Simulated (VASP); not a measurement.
An input for Ansatz (written as the equivalent of a VASP run, and not itself run):

Ansatz 0.2 input:
```yaml
crystal:
  lattice:
    - [0.0000000, 2.9106000, 2.9106000]
    - [2.9106000, 0.0000000, 2.9106000]
    - [2.9106000, 2.9106000, 0.0000000]
  atoms:
    - { symbol: Pb, position: [0.0000000, 0.0000000, 0.0000000] }
    - { symbol: F, position: [0.2500000, 0.2500000, 0.2500000] }
    - { symbol: F, position: [0.7500000, 0.7500000, 0.7500000] }
kpoints:
  mp_grid: { grid: [7, 7, 7] }
hamiltonian:
  xc: pbe
  pseudopotentials: { kind: paw }
scf:
  occupations: { method: fermi_dirac, width: 0.02 }
  max_iter: 100
output: { forces: true, stress: true, eigenvalues: true }
```

Write the VASP files for the same calculation (PBE).

One answer among several that fit: 
### POSCAR
```
PbF2
1
    0.0000000000     2.9106000000     2.9106000000
    2.9106000000     0.0000000000     2.9106000000
    2.9106000000     2.9106000000     0.0000000000
Pb F
1 2
Direct
  0.0000000000   0.0000000000   0.0000000000
  0.2500000000   0.2500000000   0.2500000000
  0.7500000000   0.7500000000   0.7500000000
```

INCAR:
```
! general
SYSTEM  = PbF2
PREC    = Accurate
ENCUT   = 400
LREAL   = .FALSE.
LASPH   = .TRUE.

! electronic loop
EDIFF   = 1E-6
NELM    = 100
ALGO    = Normal
LMAXMIX = 4

! smearing
ISMEAR  = -1
SIGMA   = 0.02

! functional
GGA     = PE

! ions
ISIF    = 2

! output
LWAVE   = .FALSE.
LCHARG  = .FALSE.
```

### KPOINTS
```
Automatic mesh
0
Gamma
7 7 7
0 0 0
```

POTCAR, in this order: Pb_d F (PBE.64 set). Program: vasp_std.

The two are equivalent in intent, not identical: each code has its own PAW files, so the cut-off isn't converted (ENCUT is set for VASP's; basis.ecutwfc is left out, and Ansatz then takes the one that its files recommend); Ansatz stops its SCF on the density residual and VASP on the energy change (EDIFF).

The structure is a typed PbF2 crystal (Fm-3m). The cell was not relaxed at this level, and its volume differs by -5.9 % from the start's.
